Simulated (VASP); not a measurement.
All values below come from r2SCAN meta-GGA, VASP's PBE PAW potentials (set 64) (plane waves; VASP).

A VASP calculation is set up with these files.

**INCAR**
```
SYSTEM  =  P
PREC  =  Accurate; ENCUT  =  480; LREAL  =  .FALSE.
LASPH  =  .TRUE.
EDIFF  =  1E-7; NELM  =  100; ALGO  =  Normal
LMIXTAU  =  .TRUE.
ISMEAR  =  0; SIGMA  =  0.05
METAGGA  =  R2SCAN
ISIF  =  2
LWAVE  =  .FALSE.; LCHARG  =  .FALSE.
```

**KPOINTS**
```
Automatic mesh
0
Gamma
6 6 6
0 0 0
```

POSCAR:
```
P
1
    1.6417066340    -5.4562747787     0.0000000000
    1.6417066340     5.4562747787     0.0000000000
    0.0000000000     0.0000000000     4.5134877038
P
4
Direct
  0.0954761534   0.9045238466   0.9114529210
  0.4045238466   0.5954761534   0.4114529210
  0.5954761534   0.4045238466   0.5885470790
  0.9045238466   0.0954761534   0.0885470790
```

POTCAR, in this order: P (PBE.64 set). Program: vasp_std.

Q: Predict the energy per atom (σ→0), pressure, largest force.

A: 
The energy per atom (σ→0) comes out as -8.977 eV/atom. The pressure comes out as 1.17 GPa and the largest force is 0.115 eV/Å.

**OSZICAR**
```
...
DAV:  13    -0.359080468153E+02   -0.26223E-02   -0.10702E-03  1696   0.302E-01    0.354E-02
DAV:  14    -0.359082168400E+02   -0.17002E-03   -0.32228E-05  1976   0.570E-02    0.275E-02
DAV:  15    -0.359082948308E+02   -0.77991E-04   -0.16872E-05  1672   0.439E-02    0.168E-02
DAV:  16    -0.359085564546E+02   -0.26162E-03   -0.23278E-04  1558   0.149E-01    0.362E-03
DAV:  17    -0.359085678513E+02   -0.11397E-04   -0.13350E-05  1684   0.322E-02    0.428E-03
DAV:  18    -0.359085675641E+02    0.28720E-06   -0.38676E-07  1928   0.667E-03    0.211E-03
DAV:  19    -0.359085674730E+02    0.91142E-07   -0.16159E-07   986   0.394E-03
   1 F= -.35908567E+02 E0= -.35908567E+02  d E =-.618226E-06
```

The compound is P in the black structure. This cell was strained or had an atom moved on purpose.
